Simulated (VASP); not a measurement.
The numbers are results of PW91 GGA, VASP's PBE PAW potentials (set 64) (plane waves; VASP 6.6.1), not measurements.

VASP ran on this input.

**KPOINTS**
```
Automatic mesh
0
Gamma
9 9 9
0 0 0
```

File POSCAR:
```
Sb
1.0
  3.9573420000  -2.1550000000   0.0000000000
  3.9573420000   2.1550000000   0.0000000000
  2.7838200000   0.0000000000   3.5432930000
Sb
2
direct
  0.2335000000   0.2335000000   0.2335000000
  0.7665000000   0.7665000000   0.7665000000
```

INCAR:
```
ALGO = Normal
EDIFF = 1E-6
EDIFFG = -0.01
ENCUT = 520
GGA = 91
IBRION = 2
ISIF = 3
ISMEAR = 1
LASPH = .True.
LCHARG = .False.
LMAXMIX = 4
LREAL = .False.
LWAVE = .False.
NELM = 100
NSW = 60
PREC = Accurate
SIGMA = 0.1
SYSTEM = Sb
```

POTCAR, in this order: Sb (PBE.64 set). Program: vasp_std.

Output

**OSZICAR**
```
       N       E                     dE             d eps       ncg     rms          rms(c)
DAV:   1     0.390738943091E+02    0.39074E+02   -0.36360E+03  1530   0.867E+02
DAV:   2    -0.673457245795E+01   -0.45808E+02   -0.44740E+02  2158   0.125E+02
DAV:   3    -0.828225415182E+01   -0.15477E+01   -0.15435E+01  1824   0.286E+01
DAV:   4    -0.829666224385E+01   -0.14408E-01   -0.14119E-01  1901   0.307E+00
DAV:   5    -0.829676768558E+01   -0.10544E-03   -0.10544E-03  1814   0.271E-01    0.311E+00
DAV:   6    -0.829345776915E+01    0.33099E-02   -0.27767E-03  1741   0.428E-01    0.188E+00
DAV:   7    -0.829177429757E+01    0.16835E-02   -0.65279E-03  1663   0.658E-01    0.804E-02
DAV:   8    -0.829185537005E+01   -0.81072E-04   -0.20610E-04  1628   0.111E-01    0.246E-02
DAV:   9    -0.829187736707E+01   -0.21997E-04   -0.36443E-05  1667   0.470E-02    0.720E-03
DAV:  10    -0.829187737226E+01   -0.51830E-08   -0.51883E-06  1760   0.145E-02
   1 F= -.82918774E+01 E0= -.82918124E+01  d E =-.829188E+01
       N       E                     dE             d eps       ncg     rms          rms(c)
DAV:   1    -0.839486346423E+01   -0.10299E+00   -0.25492E+00  1629   0.850E+00    0.130E+00
DAV:   2    -0.833692958781E+01    0.57934E-01   -0.54952E-02  1569   0.168E+00    0.759E-01
DAV:   3    -0.830695805204E+01    0.29972E-01   -0.66928E-02  1577   0.132E+00    0.217E-01
DAV:   4    -0.830688417191E+01    0.73880E-04   -0.62223E-04  1636   0.220E-01    0.180E-01
DAV:   5    -0.830675260203E+01    0.13157E-03   -0.15259E-04  1656   0.850E-02    0.884E-03
DAV:   6    -0.830675370116E+01   -0.10991E-05   -0.15676E-05  1636   0.291E-02    0.658E-03
DAV:   7    -0.830675362943E+01    0.71731E-07   -0.21321E-06  1231   0.104E-02
   2 F= -.83067536E+01 E0= -.83068624E+01  d E =-.148763E-01
       N       E                     dE             d eps       ncg     rms          rms(c)
DAV:   1    -0.833496249723E+01   -0.28209E-01   -0.45417E-01  1638   0.367E+00    0.552E-01
DAV:   2    -0.832484542127E+01    0.10117E-01   -0.90471E-03  1587   0.667E-01    0.315E-01
DAV:   3    -0.831966567413E+01    0.51797E-02   -0.11187E-02  1610   0.542E-01    0.981E-02
DAV:   4    -0.831965610120E+01    0.95729E-05   -0.10079E-04  1617   0.907E-02    0.836E-02
DAV:   5    -0.831963334227E+01    0.22759E-04   -0.25663E-05  1640   0.355E-02    0.893E-03
DAV:   6    -0.831963367642E+01   -0.33415E-06   -0.23177E-06  1503   0.115E-02
   3 F= -.83196337E+01 E0= -.83197187E+01  d E =-.277563E-01
       N       E                     dE             d eps       ncg     rms          rms(c)
DAV:   1    -0.832008288259E+01   -0.44954E-03   -0.82989E-03  1555   0.552E-01    0.298E-02
DAV:   2    -0.832007102693E+01    0.11856E-04   -0.24037E-04  1709   0.116E-01    0.208E-02
DAV:   3    -0.832005129805E+01    0.19729E-04   -0.29695E-05  1701   0.312E-02    0.457E-03
DAV:   4    -0.832004952614E+01    0.17719E-05   -0.35130E-06  1636   0.105E-02    0.446E-03
DAV:   5    -0.832004941762E+01    0.10853E-06   -0.76826E-08   765   0.254E-03
   4 F= -.83200494E+01 E0= -.83201393E+01  d E =-.415741E-03
       N       E                     dE             d eps       ncg     rms          rms(c)
DAV:   1    -0.832057584254E+01   -0.52632E-03   -0.39162E-02  1554   0.120E+00    0.658E-02
DAV:   2    -0.832051982491E+01    0.56018E-04   -0.11365E-03  1709   0.252E-01    0.448E-02
DAV:   3    -0.832042883737E+01    0.90988E-04   -0.13668E-04  1701   0.670E-02    0.102E-02
DAV:   4    -0.832042049971E+01    0.83377E-05   -0.17807E-05  1775   0.235E-02    0.974E-03
DAV:   5    -0.832042021926E+01    0.28045E-06   -0.35846E-07   796   0.545E-03
   5 F= -.83204202E+01 E0= -.83205175E+01  d E =-.786543E-03
       N       E                     dE             d eps       ncg     rms          rms(c)
DAV:   1    -0.832054202934E+01   -0.12153E-03   -0.49388E-03  1578   0.403E-01    0.256E-02
DAV:   2    -0.832053520145E+01    0.68279E-05   -0.13687E-04  1585   0.910E-02    0.156E-02
DAV:   3    -0.832052768955E+01    0.75119E-05   -0.34280E-05  1730   0.337E-02    0.280E-03
DAV:   4    -0.832052769067E+01   -0.11203E-08   -0.19893E-06  1349   0.109E-02
   6 F= -.83205277E+01 E0= -.83206259E+01  d E =-.107471E-03
       N       E                     dE             d eps       ncg     rms          rms(c)
DAV:   1    -0.832061686080E+01   -0.89171E-04   -0.10312E-02  1577   0.582E-01    0.369E-02
DAV:   2    -0.832060249529E+01    0.14366E-04   -0.28755E-04  1585   0.132E-01    0.224E-02
DAV:   3    -0.832058680190E+01    0.15693E-04   -0.71650E-05  1724   0.488E-02    0.407E-03
DAV:   4    -0.832058688484E+01   -0.82939E-07   -0.42992E-06  1559   0.158E-02
   7 F= -.83205869E+01 E0= -.83206858E+01  d E =-.166666E-03
```

**OUTCAR**
```
------------------------ aborting loop because EDIFF is reached ----------------------------------------
  FORCE on cell =-STRESS in cart. coord.  units (eV):
  Direction    XX          YY          ZZ          XY          YZ          ZX
  --------------------------------------------------------------------------------------
  Total        0.0144988      0.0140753      0.0141217      0.0000000      0.0000000      0.0001402
  in kB        0.3641839      0.3535474      0.3547142      0.0000000      0.0000000      0.0035227
  external PRESSURE =       0.3574818 kB  Pullay stress =       0.0000000 kB
  volume of cell :       63.79
      direct lattice vectors                 reciprocal lattice vectors
     4.035668661 -2.192030892  0.003419526     0.123977962 -0.228098975 -0.097666894
     4.035668661  2.192030892  0.003419526     0.123977962  0.228098975 -0.097666894
     2.841981187 -0.000000000  3.607599456    -0.000235029  0.000000000  0.277377786
 POSITION                                       TOTAL-FORCE (eV/Angst)
 -----------------------------------------------------------------------------------
      2.54281     -0.00000      0.84217         0.004203     -0.000000      0.001392
      8.37051     -0.00000      2.77227        -0.004203      0.000000     -0.001392
 -----------------------------------------------------------------------------------
    total drift:                                0.000000      0.000000      0.000000
  FREE ENERGIE OF THE ION-ELECTRON SYSTEM (eV)
  ---------------------------------------------------
  free  energy   TOTEN  =        -8.3205868848 eV

  energy  without entropy=       -8.3208836158  energy(sigma->0) =       -8.32068580

 reached required accuracy - stopping structural energy minimisation
```
(Selected blocks of OUTCAR.)

**CONTCAR**
```
Sb
   1.00000000000000
     4.0356686608749648   -2.1920308918201923    0.0034195263422396
     4.0356686608749648    2.1920308918201923    0.0034195263422396
     2.8419811871462035   -0.0000000000000000    3.6075994560237765
  Sb
     2
Direct
     0.2330003049047872    0.2330003049047872    0.2330003048992720
     0.7669996950952129    0.7669996950952129    0.7669996951007280
```

Energy and stress use the plane-wave basis of the starting cell.

The compound is Sb in the a7 structure. This run relaxes it. Symmetry was kept, so distortions that lower it aren't found.
